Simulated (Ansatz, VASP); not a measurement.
# Cross-check of In2Se between VASP and Ansatz, part 3 of 3

Wanted: the spread between two codes on one cell, functional and k mesh. The cell is generated by rule, not measured, and may not be a known phase. The cell is taken from a series of runs on this material, whose earlier steps may have relaxed, scaled, displaced or heated it; both programs get it as it stands.

VASP 6.6.1 and Ansatz 0.2.0.

So far: Set-up; Ansatz: zone-centre phonons, PBEsol; VASP: zone-centre phonons, PBEsol.

### 3. VASP: zone-centre phonons, PBEsol (continued)

Level of this step: PBEsol; plane waves and PAW (Se, In_d); invented cell (VASP).

Numbers of over 12 decimals in the logs are rounded to 6 here.

OUTCAR, selected parts (step 3):

```text
ion  position               nearest neighbor table
   1  0.000  0.000  0.500-   4 2.82   5 2.82   3 3.02   6 3.02   3 3.02   6 3.02
   2  0.500  0.500  0.000-   3 2.82   6 2.82   5 3.02   4 3.02   4 3.02   5 3.02
   3  0.184  0.184  0.000-   2 2.82   1 3.02   1 3.02   6 3.30
   4  0.684  0.316  0.500-   1 2.82   2 3.02   2 3.02   5 3.30
   5  0.316  0.684  0.500-   1 2.82   2 3.02   2 3.02   4 3.30
   6  0.816  0.816  0.000-   2 2.82   1 3.02   1 3.02   3 3.30

  LATTYP: Found a simple tetragonal cell.
 ALAT       =     6.3261708467
 C/A-ratio  =     0.7986157382

 Subroutine GETGRP returns: Found 16 space group operations
 (whereof  8 operations were pure point group operations)

The static configuration has the point symmetry D_2h.
 The point group associated with its full space group is D_4h.

 Found     50 irreducible k-points:

   k-points           NKPTS =     50   k-points in BZ     NKDIM =     50   number of bands    NBANDS=     39

   dimension x,y,z NGX =    48 NGY =   48 NGZ =   40
   dimension x,y,z NGXF=    96 NGYF=   96 NGZF=   80

   ENCUT  =  500.0 eV  36.75 Ry    6.06 a.u.  11.53 11.53  9.21*2*pi/ulx,y,z

   NELECT =      64.0000    total number of electrons

 k-points in reciprocal lattice and weights: Automatic mesh
   0.00000000  0.00000000  0.00000000       0.003
   0.16666667  0.00000000  0.00000000       0.014
   0.33333333  0.00000000  0.00000000       0.014
   0.50000000  0.00000000  0.00000000       0.007
   0.16666667  0.16666667  0.00000000       0.014
   0.33333333  0.16666667  0.00000000       0.028
   0.50000000  0.16666667  0.00000000       0.014
   0.33333333  0.33333333  0.00000000       0.014
   0.50000000  0.33333333  0.00000000       0.014
[...]
0.50000000  0.33333333  0.50000000       0.014
   0.50000000  0.50000000  0.50000000       0.003

 average (electrostatic) potential at core
       1 -54.5799       2 -54.5799       3 -97.0952       4 -97.0952       5 -97.0952
       6 -97.0952

[...]
3.16309      3.16309      0.00000         0.000000      0.000000      0.000000
      1.16579      1.16579      0.00000        -0.001040     -0.001040      0.000000
      4.32887      1.99730      2.52609        -0.001040      0.001040      0.000000
      1.99730      4.32887      2.52609         0.001040     -0.001040      0.000000
      5.16038      5.16038      0.00000         0.001040      0.001040      0.000000
 -----------------------------------------------------------------------------------
    total drift:                                0.000000      0.000000      0.000000

 Eigenvectors and eigenvalues of the dynamical matrix
 ----------------------------------------------------

   1 f  =    3.699281 THz    23.243270 2PiTHz  123.394744 cm-1    15.298992 meV
             X         Y         Z           dx          dy          dz
      0.000000  0.000000  2.526090    -0.000000   -0.000000   -0.609355
      3.163085  3.163085  0.000000    -0.000000   -0.000000   -0.609355
      1.165789  1.165789  0.000000    -0.000000   -0.000000    0.253659
      4.328875  1.997296  2.526090     0.000000   -0.000000    0.253659
      1.997296  4.328875  2.526090    -0.000000    0.000000    0.253659
      5.160382  5.160382  0.000000     0.000000    0.000000    0.253659

   2 f  =    3.470040 THz    21.802907 2PiTHz  115.748091 cm-1    14.350928 meV
             X         Y         Z           dx          dy          dz
      0.000000  0.000000  2.526090     0.000000    0.000000   -0.000000
      3.163085  3.163085  0.000000     0.000000    0.000000   -0.000000
      1.165789  1.165789  0.000000     0.353553    0.353553    0.000000
      4.328875  1.997296  2.526090    -0.353553    0.353553    0.000000
      1.997296  4.328875  2.526090     0.353553   -0.353553    0.000000
      5.160382  5.160382  0.000000    -0.353553   -0.353553    0.000000

   3 f  =    3.433043 THz    21.570446 2PiTHz  114.513989 cm-1    14.197919 meV
             X         Y         Z           dx          dy          dz
      0.000000  0.000000  2.526090    -0.134757    0.371335   -0.000000
      3.163085  3.163085  0.000000     0.299856    0.457869   -0.000000
      1.165789  1.165789  0.000000    -0.352207   -0.236299    0.000000
      4.328875  1.997296  2.526090     0.283304   -0.109765    0.000000
      1.997296  4.328875  2.526090     0.283304   -0.109765    0.000000
      5.160382  5.160382  0.000000    -0.352207   -0.236299    0.000000

   4 f  =    3.433043 THz    21.570446 2PiTHz  114.513989 cm-1    14.197919 meV
             X         Y         Z           dx          dy          dz
      0.000000  0.000000  2.526090     0.457869   -0.299856   -0.000000
      3.163085  3.163085  0.000000     0.371335    0.134757   -0.000000
      1.165789  1.165789  0.000000    -0.109765   -0.283304    0.000000
      4.328875  1.997296  2.526090    -0.236299    0.352207    0.000000
      1.997296  4.328875  2.526090    -0.236299    0.352207    0.000000
      5.160382  5.160382  0.000000    -0.109765   -0.283304    0.000000

   5 f  =    3.046977 THz    19.144723 2PiTHz  101.636223 cm-1    12.601280 meV
             X         Y         Z           dx          dy          dz
      0.000000  0.000000  2.526090     0.000000   -0.000000   -0.000000
      3.163085  3.163085  0.000000    -0.000000   -0.000000   -0.000000
      1.165789  1.165789  0.000000     0.353553    0.353553   -0.000000
      4.328875  1.997296  2.526090     0.353553   -0.353553   -0.000000
      1.997296  4.328875  2.526090    -0.353553    0.353553   -0.000000
      5.160382  5.160382  0.000000    -0.353553   -0.353553   -0.000000

   6 f  =    2.724932 THz    17.121252 2PiTHz   90.893945 cm-1    11.269408 meV
             X         Y         Z           dx          dy          dz
      0.000000  0.000000  2.526090     0.000000    0.000000    0.290957
      3.163085  3.163085  0.000000     0.000000    0.000000   -0.290957
      1.165789  1.165789  0.000000     0.000000    0.000000   -0.455711
      4.328875  1.997296  2.526090     0.000000   -0.000000    0.455711
      1.997296  4.328875  2.526090    -0.000000    0.000000    0.455711
      5.160382  5.160382  0.000000    -0.000000   -0.000000   -0.455711

   7 f  =    1.788892 THz    11.239938 2PiTHz   59.671005 cm-1     7.398258 meV
             X         Y         Z           dx          dy          dz
      0.000000  0.000000  2.526090    -0.000000   -0.000000    0.000000
      3.163085  3.163085  0.000000    -0.000000    0.000000    0.000000
      1.165789  1.165789  0.000000    -0.000000    0.000000    0.031497
      4.328875  1.997296  2.526090    -0.000000   -0.000000    0.706405
      1.997296  4.328875  2.526090    -0.000000    0.000000   -0.706405
      5.160382  5.160382  0.000000    -0.000000    0.000000   -0.031497

   8 f  =    1.788892 THz    11.239938 2PiTHz   59.671005 cm-1     7.398258 meV
             X         Y         Z           dx          dy          dz
      0.000000  0.000000  2.526090     0.000000    0.000000   -0.000000
      3.163085  3.163085  0.000000    -0.000000   -0.000000    0.000000
      1.165789  1.165789  0.000000    -0.000000   -0.000000   -0.706405
      4.328875  1.997296  2.526090    -0.000000    0.000000    0.031497
      1.997296  4.328875  2.526090    -0.000000   -0.000000   -0.031497
      5.160382  5.160382  0.000000     0.000000    0.000000    0.706405

   9 f  =    1.229926 THz     7.727855 2PiTHz   41.025927 cm-1     5.086564 meV
             X         Y         Z           dx          dy          dz
      0.000000  0.000000  2.526090     0.425113    0.692867   -0.000000
      3.163085  3.163085  0.000000    -0.032401   -0.548082   -0.000000
      1.165789  1.165789  0.000000    -0.096762   -0.069592    0.000000
      4.328875  1.997296  2.526090    -0.067819    0.008914    0.000000
      1.997296  4.328875  2.526090    -0.067819    0.008914   -0.000000
      5.160382  5.160382  0.000000    -0.096762   -0.069592   -0.000000

  10 f  =    1.229926 THz     7.727855 2PiTHz   41.025927 cm-1     5.086564 meV
             X         Y         Z           dx          dy          dz
      0.000000  0.000000  2.526090     0.548082   -0.032401    0.000000
      3.163085  3.163085  0.000000    -0.692867    0.425113    0.000000
      1.165789  1.165789  0.000000    -0.008914   -0.067819    0.000000
      4.328875  1.997296  2.526090     0.069592   -0.096762   -0.000000
      1.997296  4.328875  2.526090     0.069592   -0.096762    0.000000
      5.160382  5.160382  0.000000    -0.008914   -0.067819   -0.000000

  11 f  =    0.016301 THz     0.102422 2PiTHz    0.543743 cm-1     0.067415 meV
             X         Y         Z           dx          dy          dz
      0.000000  0.000000  2.526090     0.234293    0.269821    0.000000
      3.163085  3.163085  0.000000     0.231971    0.267808    0.000000
      1.165789  1.165789  0.000000     0.280314    0.324009    0.000000
      4.328875  1.997296  2.526090     0.285852    0.328812    0.000000
      1.997296  4.328875  2.526090     0.285852    0.328812    0.000000
      5.160382  5.160382  0.000000     0.280314    0.324009    0.000000

  12 f  =    0.016301 THz     0.102422 2PiTHz    0.543743 cm-1     0.067415 meV
             X         Y         Z           dx          dy          dz
      0.000000  0.000000  2.526090    -0.267808    0.231971   -0.000000
      3.163085  3.163085  0.000000    -0.269821    0.234293   -0.000000
      1.165789  1.165789  0.000000    -0.328812    0.285852   -0.000000
      4.328875  1.997296  2.526090    -0.324009    0.280314   -0.000000
      1.997296  4.328875  2.526090    -0.324009    0.280314   -0.000000
      5.160382  5.160382  0.000000    -0.328812    0.285852   -0.000000

  13 f/i=    0.006383 THz     0.040106 2PiTHz    0.212915 cm-1     0.026398 meV
             X         Y         Z           dx          dy          dz
      0.000000  0.000000  2.526090    -0.000000    0.000000    0.358729
      3.163085  3.163085  0.000000    -0.000000    0.000000    0.358729
      1.165789  1.165789  0.000000    -0.000000    0.000000    0.430879
      4.328875  1.997296  2.526090    -0.000000    0.000000    0.430879
      1.997296  4.328875  2.526090    -0.000000    0.000000    0.430879
      5.160382  5.160382  0.000000    -0.000000    0.000000    0.430879
    [... 43 further lines ...]
      1.997296  4.328875  2.526090     0.000000   -0.000000    0.205737
      5.160382  5.160382  0.000000    -0.000000    0.000000   -0.205737

 ELASTIC MODULI CONTR FROM IONIC RELAXATION (kBar)
 Direction    XX          YY          ZZ          XY          YZ          ZX
 --------------------------------------------------------------------------------
 XX         -13.0236    -13.0236     32.1254      0.0000      0.0000      0.0000
 YY         -13.0236    -13.0236     32.1254      0.0000      0.0000      0.0000
 ZZ          32.1254     32.1254    -79.2441     -0.0000     -0.0000     -0.0000
 XY          -0.0000     -0.0000      0.0000    -22.8171      0.0000      0.0000
 YZ           0.0000      0.0000     -0.0000      0.0000    -65.9112      0.0000
 ZX           0.0000      0.0000     -0.0000      0.0000      0.0000    -61.8070
 --------------------------------------------------------------------------------
```

### 4. Comparison

Known differences besides the potentials themselves: the data sets hold 84 valence electrons in Ansatz (on its default PAW (the set named soft_2) files) and 64 in VASP; the cutoff is 420 eV in Ansatz and 500 eV in VASP; Ansatz makes its cores anew for this functional, VASP keeps those of its PBE data sets. Total energies have different zeros and are not compared.

Both answers:

| quantity | Ansatz | VASP | difference |
| --- | --- | --- | --- |
| optical mode 1 (imaginary, printed as negative) (cm⁻¹) | -100.5 | -98.6 | -1.9 |
| optical mode 2 to 3 (imaginary, printed as negative) (cm⁻¹) | -78.0 | -75.8 | -2.1 |
| optical mode 4 (imaginary, printed as negative) (cm⁻¹) | -71.4 | -71.4 | 0.0 |
| optical mode 5 (imaginary, printed as negative) (cm⁻¹) | -56.7 | -57.1 | +0.4 |
| optical mode 6 to 7 (cm⁻¹) | 38.5 | 41.0 | -2.5 |
| optical mode 8 to 9 (cm⁻¹) | 58.1 | 59.7 | -2.70 % |
| optical mode 10 (cm⁻¹) | 89.4 | 90.9 | -1.69 % |
| optical mode 11 (cm⁻¹) | 101.1 | 101.6 | -0.53 % |
| optical mode 12 to 13 (cm⁻¹) | 113.4 | 114.5 | -1.01 % |
| optical mode 14 (cm⁻¹) | 114.0 | 115.7 | -1.51 % |
| optical mode 15 (cm⁻¹) | 122.2 | 123.4 | -0.94 % |

Modes are paired by rising frequency, not by their patterns, so a pair may set unlike modes beside each other; they are those without the splitting of longitudinal modes.

### 5. Results

| Item | Value |
| --- | --- |
| r.m.s. difference of the optical zone-centre modes, each program's sorted by frequency (zone-centre phonons, PBEsol) | 1.6 cm⁻¹ |
| difference in optical mode 8 to 9 (zone-centre phonons, PBEsol) | -2.7 % |

What this shows: The r.m.s. difference of the optical zone-centre modes, each program's sorted by frequency is 1.6 cm⁻¹ (zone-centre phonons, PBEsol). The data sets hold unlike numbers of valence electrons (84 in Ansatz and 64 in VASP), so part of the differences comes from the potentials. Among the rows given in per cent, the largest difference of the zone-centre phonons, PBEsol pair is in optical mode 8 to 9, -2.7 %. How closely two codes agree says nothing of how well the functional describes the real material.

[Lines on the potential files, build, host, timing and source positions are cut from VASP's logs without a mark.]

[Logs are printed without paths, hosts, clocks, repeated set-up lines and the standing remarks that a program may print on its own settings, such as how far it seeks lower states.]

[Hosts, paths, dates, database ids (printed as entryN), source tags and the programs' standing remarks are cut or masked in the printed files.]
